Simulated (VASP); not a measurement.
These are LDA (Ceperley-Alder, Perdew-Zunger), VASP's LDA PAW potentials (set 64) (plane waves; VASP) values and carry that method's errors.

VASP input:

**INCAR**
```
# general
SYSTEM  = TiAl
PREC    = Accurate
ENCUT   = 520   # plane-wave cut-off (eV)
LREAL   = .FALSE.   # projection in real space or not
LASPH   = .TRUE.

# electronic loop
EDIFF   = 1E-6   # SCF stop (eV)
NELM    = 100   # most electronic steps
ALGO    = Normal   # blocked Davidson
LMAXMIX = 4   # l cut-off of mixed one-centre charges

# smearing
ISMEAR  = 1   # Methfessel-Paxton
SIGMA   = 0.1   # width (eV)

# ions
IBRION  = 2
NSW     = 60
ISIF    = 3
EDIFFG  = -0.01

# output
LWAVE   = .FALSE.
LCHARG  = .FALSE.
```

### KPOINTS
```
Automatic mesh
0
Gamma
12 12 8
0 0 0
```

POSCAR:
```
TiAl
1.0
  2.7719650574   0.0000000000   0.0000000000
  0.0000000000   2.7719650574   0.0000000000
  0.0000000000   0.0000000000   3.9885323382
Ti Al
1 1
Cartesian
  0.0000000000   0.0000000000   0.0000000000
  1.3859825287   1.3859825287   1.9942661691
```

POTCAR, in this order: Ti_sv Al (LDA.64 set). Program: vasp_std.

Question: Estimate the energy per atom (σ→0), band gap (on the k-mesh).

Answer: 
```
Quantity                                                     Value
------------------------  ----------------------------------------
energy per atom (σ→0)                               -6.794 eV/atom
band gap (on the k-mesh)  none (metal, semimetal or under 0.01 eV)
```

### OSZICAR
```
...
DAV:   7    -0.136067069281E+02    0.12807E+00   -0.99677E-01  3540   0.111E+01    0.200E+00
DAV:   8    -0.135885695430E+02    0.18137E-01   -0.12896E-01  3495   0.379E+00    0.455E-01
DAV:   9    -0.135874933943E+02    0.10761E-02   -0.22712E-02  3848   0.202E+00    0.226E-01
DAV:  10    -0.135876015818E+02   -0.10819E-03   -0.15295E-03  3912   0.420E-01    0.534E-02
DAV:  11    -0.135875924472E+02    0.91346E-05   -0.31203E-04  4051   0.208E-01    0.406E-02
DAV:  12    -0.135875949830E+02   -0.25358E-05   -0.25398E-05  3504   0.573E-02    0.107E-02
DAV:  13    -0.135875944702E+02    0.51284E-06   -0.85675E-07  2296   0.125E-02
   1 F= -.13587594E+02 E0= -.13587741E+02  d E =-.135876E+02
```

The compound is TiAl in the L1_0 structure. It was relaxed first, which changed the volume by -6 %. The start is the result of an earlier pass. The electron count is odd and the run is not spin-polarised, which forces a metal.
